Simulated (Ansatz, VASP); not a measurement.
# Cross-check of NaBeF3 between VASP and Ansatz

One calculation is typed for both programs; each brings its own data sets. How far apart do they land? The cell is generated by rule, not measured, and may not be a known phase. The cell is taken from a series of runs on this material, whose earlier steps may have relaxed, scaled, displaced or heated it; both programs get it as it stands.

Calculated with Ansatz 0.2.0; plane waves, with VASP 6.6.1 beside it; relaxation of cell and atoms at LDA.

The structure was built from a prototype and need not be the compound's stable phase.

## Step 1: The structure

It takes space group Pm-3m (No. 221, cubic). Conventional cell: a = 3.453 Å, b = 3.453 Å, c = 3.453 Å, α = 90.00°, β = 90.00°, γ = 90.00°. Na has 12 F at 2.44 Å nearest. Be has 6 F at 1.73 Å nearest. F has 2 Be at 1.73 Å and 4 Na at 2.44 Å nearest. Farther neighbours and most contacts between anions are not listed.

Structure file:

```xyz
5
Lattice="3.4532 0.0000 0.0000 0.0000 3.4532 0.0000 0.0000 0.0000 3.4532" Properties=species:S:1:pos:R:3 pbc="T T T"
Na    0.0000    0.0000    0.0000
Be    1.7266    1.7266    1.7266
F     1.7266    1.7266    0.0000
F     1.7266    0.0000    1.7266
F     0.0000    1.7266    1.7266
```

## Step 2: VASP: relaxation of cell and atoms, LDA

The relaxed volume is the usual yardstick between codes: in a stiff, nearly cubic crystal its relative difference is about their pressure difference at one cell divided by the bulk modulus.

Lines of VASP's logs that name or quote its potential files are left out, and so is its time.

INCAR reads:

```
SYSTEM = NaBeF3
PREC = Accurate
ENCUT = 600
EDIFF = 1E-07
NELM = 120
ISMEAR = 0
SIGMA = 0.02
LREAL = .FALSE.
ALGO = Normal
GGA = CA
NBANDS = 21
LORBIT = 11
LWAVE = .FALSE.
LCHARG = .FALSE.
ISIF = 3
IBRION = 2
NSW = 80
EDIFFG = -0.005
LASPH = .TRUE.
GGA_COMPAT = .FALSE.
NELMIN = 4
EFERMI = MIDGAP
KPAR = 2
```

POSCAR reads:

```
NaBeF3
1.0
    3.4532000000      0.0000000000      0.0000000000
    0.0000000000      3.4532000000      0.0000000000
    0.0000000000      0.0000000000      3.4532000000
Na Be F
1 1 3
Direct
    0.0000000000      0.0000000000      0.0000000000
    0.5000000000      0.5000000000      0.5000000000
    0.5000000000      0.5000000000      0.0000000000
    0.5000000000      0.0000000000      0.5000000000
    0.0000000000      0.5000000000      0.5000000000
```

KPOINTS reads:

```
Automatic mesh
0
Gamma
6 6 6
0 0 0
```

PAW data sets: Na_pv, Be and F (LDA family, release 64).

Command:

```sh
$ mpirun -np 2 vasp_std
```

Numbers of over 12 decimals in the logs are rounded to 6 here.

The log of the run:

```text
[banner, memory and clock lines left out]
running    2 mpi-ranks, on    1 nodes
 distrk:  each k-point on    1 cores,    2 groups
 distr:  one band on    1 cores,    1 groups

 POSCAR found type information on POSCAR NaBeF
 POSCAR found :  3 types and       5 ions
 LDA part: xc-table for (Slater(with rela. corr.)+CA(PZ))
 , standard interpolation
 POSCAR, INCAR and KPOINTS ok, starting setup
 FFT: planning ... GRIDC
 FFT: planning ... GRID_SOFT
 FFT: planning ... GRID
 WAVECAR not read
 entering main loop
       N       E                     dE             d eps       ncg     rms          rms(c)
DAV:   1     0.303016176451E+03    0.30302E+03   -0.18085E+04   856   0.185E+03
DAV:   2    -0.897288138080E+01   -0.31199E+03   -0.29285E+03   991   0.489E+02
DAV:   3    -0.288638481536E+02   -0.19891E+02   -0.19807E+02  1003   0.122E+02
DAV:   4    -0.291372636923E+02   -0.27342E+00   -0.27322E+00  1033   0.148E+01
DAV:   5    -0.291405164363E+02   -0.32527E-02   -0.32526E-02   967   0.157E+00    0.716E+00
DAV:   6    -0.277594734099E+02    0.13810E+01   -0.43509E+00  1028   0.174E+01    0.208E+00
DAV:   7    -0.277186699892E+02    0.40803E-01   -0.16492E-01  1044   0.297E+00    0.134E+00
DAV:   8    -0.276924273652E+02    0.26243E-01   -0.32977E-02  1115   0.284E+00    0.255E-01
DAV:   9    -0.276917152301E+02    0.71214E-03   -0.68091E-03  1030   0.740E-01    0.631E-02
DAV:  10    -0.276917083383E+02    0.68918E-05   -0.20141E-04   983   0.135E-01    0.182E-02
DAV:  11    -0.276917030854E+02    0.52529E-05   -0.16483E-05  1127   0.665E-02    0.347E-03
DAV:  12    -0.276917031056E+02   -0.20213E-07   -0.11206E-06  1147   0.141E-02    0.136E-03
DAV:  13    -0.276917031037E+02    0.18613E-08   -0.15705E-07   824   0.400E-03
   1 F= -.27691703E+02 E0= -.27691703E+02  d E =-.276917E+02
 curvature:   0.00 expect dE= 0.000E+00 dE for cont linesearch  0.000E+00
 trial: gam= 0.00000 g(F)=  0.000E+00 g(S)=  0.759E-03 ort = 0.000E+00 (trialstep = 0.100E+01)
 search vector abs. value=  0.759E-03
 bond charge predicted
       N       E                     dE             d eps       ncg     rms          rms(c)
DAV:   1    -0.276980945515E+02   -0.63914E-02   -0.10905E-01   971   0.366E+00    0.611E-01
DAV:   2    -0.276924442517E+02    0.56503E-02   -0.19330E-02   950   0.115E+00    0.132E-01
DAV:   3    -0.276922040028E+02    0.24025E-03   -0.49373E-04   988   0.296E-01    0.600E-02
DAV:   4    -0.276921053660E+02    0.98637E-04   -0.57252E-05  1046   0.161E-01    0.821E-03
DAV:   5    -0.276921032308E+02    0.21351E-05   -0.10827E-05  1017   0.356E-02    0.162E-03
DAV:   6    -0.276921030326E+02    0.19823E-06   -0.54879E-07   923   0.867E-03    0.141E-03
DAV:   7    -0.276921030084E+02    0.24210E-07   -0.69024E-08   580   0.282E-03
   2 F= -.27692103E+02 E0= -.27692103E+02  d E =-.399905E-03
 trial-energy change:   -0.000400  1 .order   -0.000394   -0.000759   -0.000028
 step:   1.0359(harm=  1.0379)  dis= 0.00000  next Energy=   -27.692104 (dE=-0.400E-03)
 reached required accuracy - stopping structural energy minimisation
```

From OUTCAR (step 2):

```text
ion  position               nearest neighbor table
   1  0.000  0.000  0.000-
   2  0.500  0.500  0.500-   3 1.73   4 1.73   5 1.73   3 1.73   4 1.73   5 1.73
   3  0.500  0.500  0.000-   2 1.73   2 1.73
   4  0.500  0.000  0.500-   2 1.73   2 1.73
   5  0.000  0.500  0.500-   2 1.73   2 1.73

  LATTYP: Found a simple cubic cell.
 ALAT       =     3.4532000000

 Subroutine GETGRP returns: Found 48 space group operations
 (whereof 48 operations were pure point group operations)

The static configuration has the point symmetry O_h .

 Found     20 irreducible k-points:

   k-points           NKPTS =     20   k-points in BZ     NKDIM =     20   number of bands    NBANDS=     21

   dimension x,y,z NGX =    28 NGY =   28 NGZ =   28
   dimension x,y,z NGXF=    56 NGYF=   56 NGZF=   56

   ENCUT  =  600.0 eV  44.10 Ry    6.64 a.u.   6.90  6.90  6.90*2*pi/ulx,y,z

   NELECT =      30.0000    total number of electrons

 k-points in reciprocal lattice and weights: Automatic mesh
   0.00000000  0.00000000  0.00000000       0.005
   0.16666667  0.00000000  0.00000000       0.028
   0.33333333  0.00000000  0.00000000       0.028
   0.50000000  0.00000000  0.00000000       0.014
   0.16666667  0.16666667  0.00000000       0.056
   0.33333333  0.16666667  0.00000000       0.111
   0.50000000  0.16666667  0.00000000       0.056
   0.33333333  0.33333333  0.00000000       0.056
   0.50000000  0.33333333  0.00000000       0.056
[...]
0.50000000  0.50000000  0.33333333       0.028
   0.50000000  0.50000000  0.50000000       0.005

 average (electrostatic) potential at core
       1 -43.3863       2 -33.4942       3 -76.0346       4 -76.0346       5 -76.0346

 E-fermi :   4.2758

 k-point     1 :       0.0000    0.0000    0.0000
  band No.  band energies     occupation
    ...
     11      -0.7685      2.00000
     12      -0.7685      2.00000
     13      -0.3841      2.00000
     14      -0.3841      2.00000
     15      -0.3841      2.00000
     16       8.1982      0.00000
     17      13.1265      0.00000
     18      15.2847      0.00000
     19      15.2847      0.00000
     20      18.1998      0.00000
    ...

 k-point     2 :       0.1667    0.0000    0.0000
  band No.  band energies     occupation
    ...
     11      -0.8817      2.00000
     12      -0.8792      2.00000
     13      -0.7762      2.00000
     14      -0.4606      2.00000
     15      -0.4606      2.00000
     16       8.7770      0.00000
     17      13.3869      0.00000
     18      14.9162      0.00000
     19      15.7591      0.00000
     20      18.0302      0.00000
    ...

 k-point     3 :       0.3333    0.0000    0.0000
  band No.  band energies     occupation
    ...
     11      -1.2177      2.00000
     12      -1.2177      2.00000
     13      -1.0920      2.00000
     14      -0.5333      2.00000
     15      -0.5333      2.00000
     16      10.1941      0.00000
     17      13.4813      0.00000
     18      14.5174      0.00000
     19      16.8153      0.00000
     20      17.2772      0.00000
    ...

  Total        0.0059101      0.0059101      0.0059101      0.0000000      0.0000000      0.0000000
  in kB        0.2288785      0.2288785      0.2288785      0.0000000      0.0000000      0.0000000
  external PRESSURE =       0.2288785 kB  Pullay stress =       0.0000000 kB

  energy-cutoff  :      600.00
  volume of cell :       41.37
      direct lattice vectors                 reciprocal lattice vectors
     3.458596326  0.000000000 -0.000000000     0.289134639 -0.000000000 -0.000000000
     0.000000000  3.458596326 -0.000000000     0.000000000  0.289134639  0.000000000
     0.000000000 -0.000000000  3.458596326     0.000000000  0.000000000  0.289134639

 POSITION                                       TOTAL-FORCE (eV/Angst)
 -----------------------------------------------------------------------------------
      0.00000      0.00000      0.00000        -0.000000      0.000000      0.000000
      1.72930      1.72930      1.72930        -0.000000      0.000000      0.000000
      1.72930      1.72930     -0.00000        -0.000000      0.000000      0.000000
      1.72930     -0.00000      1.72930         0.000000     -0.000000      0.000000
      0.00000      1.72930      1.72930         0.000000     -0.000000      0.000000
 -----------------------------------------------------------------------------------
    total drift:                                0.000000      0.000000      0.000000

  FREE ENERGIE OF THE ION-ELECTRON SYSTEM (eV)
  ---------------------------------------------------
  free  energy   TOTEN  =       -27.6921030084 eV

  energy  without entropy=      -27.6921030084  energy(sigma->0) =      -27.69210301

 reached required accuracy - stopping structural energy minimisation

 total charge
# of ion       s       p       d       tot
------------------------------------------
    1        0.043   5.988   0.000   6.031
    2        0.323   0.609   0.000   0.932
    3        1.720   4.421   0.000   6.141
    4        1.720   4.421   0.000   6.141
    5        1.720   4.421   0.000   6.141
--------------------------------------------------
tot          5.527  19.860   0.000  25.387

[... 3 further parts left out ...]
```

CONTCAR:

```
NaBeF3
   1.00000000000000
     3.4585963264386166    0.0000000000000000   -0.0000000000000000
     0.0000000000000000    3.4585963264386166   -0.0000000000000000
     0.0000000000000000   -0.0000000000000000    3.4585963264386166
  Na              Be              F
     1     1     3
Direct
     0.0000000000000000    0.0000000000000000    0.0000000000000000
     0.5000000000000000    0.5000000000000000    0.5000000000000000
     0.5000000000000000    0.5000000000000000    0.0000000000000000
     0.5000000000000000    0.0000000000000000    0.5000000000000000
     0.0000000000000000    0.5000000000000000    0.5000000000000000
```

## Step 3: Ansatz: relaxation of cell and atoms, LDA

Ansatz runs on norm-conserving files, of PseudoDojo where its log says so.

The same cell, functional (in two slightly different forms), mesh and smearing now go to Ansatz.

input.yaml reads:

```yaml
crystal:
  lattice:
    - [3.4532, 0.0, 0.0]
    - [0.0, 3.4532, 0.0]
    - [0.0, 0.0, 3.4532]
  atoms:
    - { symbol: Na, position: [0.0, 0.0, 0.0] }
    - { symbol: Be, position: [0.5, 0.5, 0.5] }
    - { symbol: F, position: [0.5, 0.5, 0.0] }
    - { symbol: F, position: [0.5, 0.0, 0.5] }
    - { symbol: F, position: [0.0, 0.5, 0.5] }
kpoints:
  mp_grid: { grid: [6, 6, 6] }
hamiltonian:
  xc: lda
  pseudopotentials: { kind: nc, accuracy: standard }
scf:
  occupations: { method: gaussian, width: 0.02 }
output:
  forces: true
  stress: true
  eigenvalues: true
basis:
  ecutwfc: 1034.033
relax:
  adjacent_minimum: "off"
  f_tol: 0.003
  max_steps: 80
  cell: { stress_tol: 0.03 }
```

Command:

```sh
$ ansatz run input.yaml --threads 4 --pin off --max-ram 8192MiB --backend cpu --events-out ev --progress --plain --runs-dir out
```

The log of the run:

```text
Warning: basis.ecutwfc = 1034.033 eV is below the records' recommended 1197.300995 eV, and the density's cutoff is lower with it unless basis.ecutrho_ratio is high enough to keep the records' density cutoff: compare with a run at a higher cutoff
Engine: ansatz 0.2.0, aarch64-unknown-linux-gnu
Pseudopotentials: kind: nc
Pseudopotential: Na, nc, valence charge 9, recommended cutoff 1197.300995 eV (normal), Na.nc.azcp (PseudoDojo's, or run here from an input of PseudoDojo's; its table is named by hamiltonian.pseudopotentials.accuracy)
Pseudopotential: Be, nc, valence charge 4, recommended cutoff 1197.300995 eV (normal), Be.nc.azcp (PseudoDojo's, or run here from an input of PseudoDojo's; its table is named by hamiltonian.pseudopotentials.accuracy)
Pseudopotential: F, nc, valence charge 7, recommended cutoff 1142.878222 eV (normal), F.nc.azcp (PseudoDojo's, or run here from an input of PseudoDojo's; its table is named by hamiltonian.pseudopotentials.accuracy)
Functional definition: SPW92
  exchange = slater_x
  correlation = pw_c
Crystal: 5 atoms, lattice volume = 41.178 Å³
Basis set: ecut = 1034.033 eV, 3071 PW (Γ)
Bands: 22, of which v1, the nominal top of the filled ones, is band 17 counted from 1 (16 counted from 0)
Symmetry: 48 space group operations
Space group: Pm-3m (ITA 221), of the structure as read, at distance tolerance 3.5e-5 Å
k-points: 20 of 216
Non-local potential: Na, projectors of the file, l = 0: 2, l = 1: 2
Non-local potential: Be, projectors of the file, l = 0: 2, l = 1: 2
Non-local potential: F, projectors of the file, l = 0: 2, l = 1: 2, l = 2: 1
Initial density: superposition of atomic densities (chi_scale 0.1, normalization cell, long waves kept (reshape's long-wave potential 0.00 eV rms))
Initial wavefunctions: pseudopotential atomic-orbital guess
Functional: x = slater, c = lda
SCF iter   1: F=—  HF=-3635.193732 eV  |F-HF|=—  |Δ(HF+E_count)|=         —  Δρ=1.58e-1  dr2=6.14e0  ethr=3.10e-3  ⟨swp⟩=6.2  Hψ=2365  notcnv=0
preconditioner: auto → Resta (q_TF=auto, 2.643 Å⁻¹)  ε∞=2.7  [insulator: Δε(μ)=6.120 eV  Ē_g=23.998 eV  σ=0.020 eV  W_gap=1.00  n_scr=18 (ndim 8)  ℏωp=31.7 eV  f_vac=0.000  D(μ)=0.00/eV (n_scr^D=0)  ε∞_Penn≈2.7]
SCF iter   2: F=—  HF=-3632.505930 eV  |F-HF|=—  |Δ(HF+E_count)|=    2.69e0  Δρ=5.10e-2  dr2=9.98e-1  ethr=3.10e-3  ⟨swp⟩=3.0  Hψ=1080  notcnv=0  defer=20
SCF iter   3: F=—  HF=-3631.957942 eV  |F-HF|=—  |Δ(HF+E_count)|=   5.48e-1  Δρ=1.98e-2  dr2=1.13e-1  ethr=2.94e-3  ⟨swp⟩=3.0  Hψ=857  notcnv=0  defer=20
SCF iter   4: F=—  HF=-3631.902447 eV  |F-HF|=—  |Δ(HF+E_count)|=   5.55e-2  Δρ=6.39e-3  dr2=1.18e-2  ethr=3.33e-4  ⟨swp⟩=3.6  Hψ=764  notcnv=0  defer=20
SCF iter   5: F=—  HF=-3631.898224 eV  |F-HF|=—  |Δ(HF+E_count)|=   4.22e-3  Δρ=1.24e-3  dr2=2.02e-4  ethr=3.47e-5  ⟨swp⟩=2.5  Hψ=775  notcnv=0  defer=20
SCF iter   6: F=—  HF=-3631.898274 eV  |F-HF|=—  |Δ(HF+E_count)|=   4.96e-5  Δρ=1.33e-4  dr2=2.37e-6  ethr=5.93e-7  ⟨swp⟩=2.1  Hψ=625  notcnv=0  defer=20
SCF iter   7: F=—  HF=-3631.898264 eV  |F-HF|=—  |Δ(HF+E_count)|=   1.02e-5  Δρ=1.95e-5  dr2=9.86e-8  ethr=2.94e-10  ⟨swp⟩=10.8  Hψ=2669  notcnv=0
SCF iter   8: F=-3631.898264 eV  HF=-3631.898264 eV  |F-HF|=1.36e-10  |Δ(HF+E_count)|=   5.46e-9  Δρ=1.61e-6  dr2=6.50e-10  ethr=2.90e-10  ⟨swp⟩=2.5  Hψ=1633  notcnv=0
SCF 1 converged in 8 iterations: F = -3631.898264 eV  dr2 = 6.50e-10
relax step   1: F+E_penalty+E_count = -3631.89826362 eV  Δ(F+E_penalty+E_count) = +0.000e0 eV  max|allowed force component| = 7.039e-29 eV/Å  Δτ_max = 0.0000 Å  P = +0.379 GPa  Ω = 41.178 Å³  (8 SCF iters, dr2 threshold 1.00e-7 eV, accepted)
[...]
relax step   2: F+E_penalty+E_count = -3631.89796857 eV  Δ(F+E_penalty+E_count) = +2.950e-4 eV  max|allowed force component| = 1.551e-29 eV/Å  Δτ_max = 0.0000 Å  P = +0.206 GPa  Ω = 41.228 Å³  energy of the carried Pulay correction = -3.855e-4 eV  (3 SCF iters, dr2 threshold 3.60e-7 eV, accepted)
[...]
relax step   3: F+E_penalty+E_count = -3631.89754803 eV  Δ(F+E_penalty+E_count) = +4.205e-4 eV  max|allowed force component| = 1.026e-28 eV/Å  Δτ_max = 0.0000 Å  P = -0.002 GPa  Ω = 41.287 Å³  energy of the carried Pulay correction = -8.435e-4 eV  (4 SCF iters, dr2 threshold 1.06e-7 eV, accepted)
[...]
relax step   4: F+E_penalty+E_count = -3631.89845643 eV  Δ(F+E_penalty+E_count) = -9.084e-4 eV  max|allowed force component| = 6.237e-29 eV/Å  Δτ_max = 0.0000 Å  P = +0.047 GPa  Ω = 41.287 Å³  stress off target by 4.67e-2 GPa  SCF on the basis re-selected at this cell (its energy is not comparable with the rows above)  (4 SCF iters)
[...]
relax step   5: F+E_penalty+E_count = -3631.89835577 eV  Δ(F+E_penalty+E_count) = +1.007e-4 eV  max|allowed force component| = 3.261e-29 eV/Å  Δτ_max = 0.0000 Å  P = +0.004 GPa  Ω = 41.300 Å³  energy of the carried Pulay correction = -1.027e-4 eV  (3 SCF iters, dr2 threshold 5.44e-9 eV, accepted)
[...]
relax step   6: F+E_penalty+E_count = -3631.89867072 eV  Δ(F+E_penalty+E_count) = -3.149e-4 eV  max|allowed force component| = 2.411e-29 eV/Å  Δτ_max = 0.0000 Å  P = +0.009 GPa  Ω = 41.300 Å³  stress off target by 8.90e-3 GPa  SCF on the basis re-selected at this cell (its energy is not comparable with the rows above)  (4 SCF iters)
basis re-selected at this cell: Δ(F+E_penalty+E_count) = -3.149e-4 eV, ΔP = +0.005 GPa vs the last step (what re-selecting the basis moved, of the pressure what is left beyond the Pulay correction that the steps carried, after the strain that the cell walked since its last selection, with what the two solves' SCF thresholds leave and, on support functions, any second-order correction that the steps lacked; it is no m [...]
SCF converged after 4 iterations
Free energy (F): -3631.898671 eV
Harris-Foulkes:  -3631.898671 eV  (|F-HF|=4.55e-13)
Internal energy: -3631.898671 eV  (E = F + TS)
E sigma→0 (E₀):  -3631.898671 eV
Fermi energy:    7.693681 eV
--- Per-component energies (eV) ---
  E_band       = -440.267568
  E_kinetic    = 2317.770733
  E_local      = -2912.275085  (includes V_loc(G=0)·N_el)
  E_nonlocal   = -854.114794
  E_hartree    = 918.921342
  E_xc         = -690.992658
  E_vxc        = -829.491075  (∫ρ·V_xc dr)
  E_ewald      = -2411.208208
  E_smearing   = -0.000000  (= −TS)
  E_closure    = -0.000000  (closes the sum)
  Σ components = -3631.898671   (vs F -3631.898671, Δ=0.00e0)
--- Forces (eV/Å), atoms counted from 1 ---
  atom   1  Na    -0.00000000     0.00000000    -0.00000000
  atom   2  Be     0.00000000     0.00000000     0.00000000
  atom   3  F     -0.00000000     0.00000000     0.00000000
  atom   4  F      0.00000000    -0.00000000     0.00000000
  atom   5  F      0.00000000    -0.00000000     0.00000000
  max |Σ_I F_I| component: 5.82e-29 eV/Å
--- Stress (GPa, compression-positive) ---
        0.008901      -0.000000       0.000000
       -0.000000       0.008901       0.000000
        0.000000       0.000000       0.008901
  P = ⅓ Tr σ = 0.0089 GPa (0.089 kbar)
--- Band table (eV; the first three rows and the last of 20) ---
  k-point 0: bands = [... 13 lower, 2.6186, 2.9939, 2.9939, 2.9939, 11.6516, 16.6149, 18.7863, 18.7863, ... 1 higher]
  k-point 1: bands = [... 13 lower, 2.5098, 2.6061, 2.9184, 2.9184, 12.2265, 16.8729, 18.3958, 19.2583, ... 1 higher]
  k-point 2: bands = [... 13 lower, 2.1723, 2.2996, 2.8481, 2.8481, 13.6378, 16.9379, 17.9932, 20.3092, ... 1 higher]
  k-point 19: bands = [... 13 lower, 2.4349, 3.7357, 3.7357, 3.7357, 15.8745, 15.8745, 15.8745, 16.1019, ... 1 higher]
--- Relaxed structure (4 steps of the walk, 4 accepted, 2 SCFs on fresh bases) ---
  F+E_penalty+E_count = -3631.89867072 eV   max|allowed force component| = 2.411e-29 eV/Å   (the final SCF, on the basis selected at the relaxed cell)
  cell:  # Å, volume = 41.2999 Å³
    - [3.456605, 0, 0]
    - [0, 3.456605, 0]
    - [0, 0, 3.456605]
  atoms:
    - { symbol: Na, position: [0, 0, 0] }
    - { symbol: Be, position: [0.5, 0.5, 0.5] }
    - { symbol: F, position: [0.5, 0.5, 0] }
    - { symbol: F, position: [0.5, 0, 0.5] }
    - { symbol: F, position: [0, 0.5, 0.5] }
```

The column dr2 measures how far the density is from self-consistency, as an energy; F and HF (Harris–Foulkes) agree once it is small.

## Step 4: Comparison

Known differences besides the potentials themselves: the two LDA forms differ slightly; the data sets hold 34 valence electrons in Ansatz (on norm-conserving files, of PseudoDojo where its log says so) and 30 in VASP; the cutoff is 1034.03 eV in Ansatz and 600 eV in VASP; VASP's log shows a relativistic correction to its local exchange, Ansatz's none; Ansatz adds a Pulay correction to the stress that steers its cell, VASP none; Ansatz's log warns that its cutoff lies below the recommended one. Total energies have different zeros and are not compared.

Compared:

| quantity | Ansatz | VASP | difference |
| --- | --- | --- | --- |
| volume (Å³) | 41.30 | 41.37 | -0.17 % |
| edge a after relaxation, in the typed setting (Å) | 3.457 | 3.459 | -0.06 % |

## Step 5: Outcome

* difference in volume (relaxation of cell and atoms, LDA): -0.17 %

What this shows: The difference in volume is -0.17 % (relaxation of cell and atoms, LDA), within the 1.2 % picked in this series as the mark of a large difference, as far as the stopping tolerances let one tell. The data sets hold unlike numbers of valence electrons (34 in Ansatz and 30 in VASP), so part of the differences comes from the potentials. How closely two codes agree says nothing of how well the functional describes the real material.

[Lines on the potential files, build, host, timing and source positions are cut from VASP's logs without a mark.]

[Logs are printed without paths, hosts, clocks, repeated set-up lines and the standing remarks that a program may print on its own settings, such as how far it seeks lower states.]

[Hosts, paths, dates, database ids (printed as entryN), source tags and the programs' standing remarks are cut or masked in the printed files.]
